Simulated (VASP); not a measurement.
OSZICAR of a VASP run on CuI (zinc blende):

**OSZICAR**
```
       N       E                     dE             d eps       ncg     rms          rms(c)
DAV:   1     0.111823507608E+03    0.11182E+03   -0.80168E+03   520   0.145E+03
DAV:   2     0.294787197948E+01   -0.10888E+03   -0.10203E+03   535   0.271E+02
DAV:   3    -0.473082131239E+01   -0.76787E+01   -0.75705E+01   700   0.831E+01
DAV:   4    -0.499851456372E+01   -0.26769E+00   -0.26750E+00   648   0.142E+01
DAV:   5    -0.500428212703E+01   -0.57676E-02   -0.57674E-02   742   0.202E+00    0.510E+00
DAV:   6    -0.493705700009E+01    0.67225E-01   -0.28190E+00   559   0.486E+01    0.330E+00
DAV:   7    -0.482730598528E+01    0.10975E+00   -0.65860E-01   560   0.286E+01    0.181E+00
DAV:   8    -0.483211084582E+01   -0.48049E-02   -0.38685E-02   778   0.276E+00    0.422E-01
DAV:   9    -0.483024019622E+01    0.18706E-02   -0.12956E-02   681   0.364E+00    0.973E-02
DAV:  10    -0.483073237973E+01   -0.49218E-03   -0.12158E-03   603   0.394E-01    0.442E-02
DAV:  11    -0.483076664899E+01   -0.34269E-04   -0.17745E-04   675   0.359E-01    0.278E-02
DAV:  12    -0.483077174097E+01   -0.50920E-05   -0.18107E-05   720   0.873E-02    0.154E-02
DAV:  13    -0.483077546478E+01   -0.37238E-05   -0.13153E-05   635   0.902E-02    0.296E-03
DAV:  14    -0.483077588677E+01   -0.42199E-06   -0.98946E-07   465   0.129E-02
   1 F= -.48307759E+01 E0= -.48307759E+01  d E =-.483078E+01
       N       E                     dE             d eps       ncg     rms          rms(c)
DAV:   1    -0.590288634632E+01   -0.10721E+01   -0.19898E+01   520   0.115E+02    0.741E+00
DAV:   2    -0.506391258592E+01    0.83897E+00   -0.73152E+00   585   0.106E+02    0.188E+00
DAV:   3    -0.490189927054E+01    0.16201E+00   -0.11382E+00   540   0.314E+01    0.151E+00
DAV:   4    -0.486335238923E+01    0.38547E-01   -0.17024E-01   748   0.798E+00    0.472E-01
DAV:   5    -0.486256559924E+01    0.78679E-03   -0.38664E-03   727   0.113E+00    0.366E-01
DAV:   6    -0.486159842297E+01    0.96718E-03   -0.11527E-03   703   0.907E-01    0.713E-02
DAV:   7    -0.486161379866E+01   -0.15376E-04   -0.66787E-04   800   0.541E-01    0.338E-02
DAV:   8    -0.486162069290E+01   -0.68942E-05   -0.90076E-06   725   0.359E-02    0.227E-02
DAV:   9    -0.486162865642E+01   -0.79635E-05   -0.27188E-05   548   0.886E-02    0.205E-03
DAV:  10    -0.486162928828E+01   -0.63185E-06   -0.13541E-06   526   0.303E-02
   2 F= -.48616293E+01 E0= -.48616293E+01  d E =-.308534E-01
       N       E                     dE             d eps       ncg     rms          rms(c)
DAV:   1    -0.488671919937E+01   -0.25091E-01   -0.43357E-01   520   0.162E+01    0.122E+00
DAV:   2    -0.486993320500E+01    0.16786E-01   -0.24185E-01   520   0.156E+01    0.442E-01
DAV:   3    -0.486253369665E+01    0.73995E-02   -0.44665E-02   520   0.674E+00    0.214E-01
DAV:   4    -0.486173937413E+01    0.79432E-03   -0.28538E-03   598   0.544E-01    0.722E-02
DAV:   5    -0.486170384148E+01    0.35533E-04   -0.10120E-04   777   0.223E-01    0.614E-02
DAV:   6    -0.486168443305E+01    0.19408E-04   -0.28463E-05   780   0.769E-02    0.176E-02
DAV:   7    -0.486168389365E+01    0.53940E-06   -0.70183E-06   757   0.692E-02
   3 F= -.48616839E+01 E0= -.48616839E+01  d E =-.309080E-01
       N       E                     dE             d eps       ncg     rms          rms(c)
DAV:   1    -0.486469498864E+01   -0.30106E-02   -0.49261E-02   520   0.540E+00    0.423E-01
DAV:   2    -0.486290005959E+01    0.17949E-02   -0.30696E-02   520   0.528E+00    0.166E-01
DAV:   3    -0.486187594093E+01    0.10241E-02   -0.57482E-03   520   0.252E+00    0.691E-02
DAV:   4    -0.486179661979E+01    0.79321E-04   -0.34546E-04   525   0.122E-01    0.281E-02
DAV:   5    -0.486178977431E+01    0.68455E-05   -0.26142E-05   665   0.152E-01    0.216E-02
DAV:   6    -0.486178789723E+01    0.18771E-05   -0.48220E-06   723   0.232E-02    0.950E-03
DAV:   7    -0.486178723393E+01    0.66330E-06   -0.98973E-07   340   0.306E-02
   4 F= -.48617872E+01 E0= -.48617872E+01  d E =-.310113E-01
```

**Question.** Which electronic solver shows in the log?

**Answer.** It is blocked Davidson (ALGO = Normal, or the opening steps of other solvers). The INCAR had ALGO = Normal.

**Question.** Can the final energy be trusted as converged?

**Answer.** The calculation finished and met its thresholds. It stopped with EDIFF = 1E-6, NELM = 100, NSW = 60 and EDIFFG = -0.01 after 4 ionic steps (RPBE GGA, plane waves, VASP's PBE PAW potentials (set 64)). Energy and stress use the plane-wave basis of the starting cell.

The compound is CuI in the zinc blende structure. This run relaxes it. Symmetry was kept, so distortions that lower it aren't found.
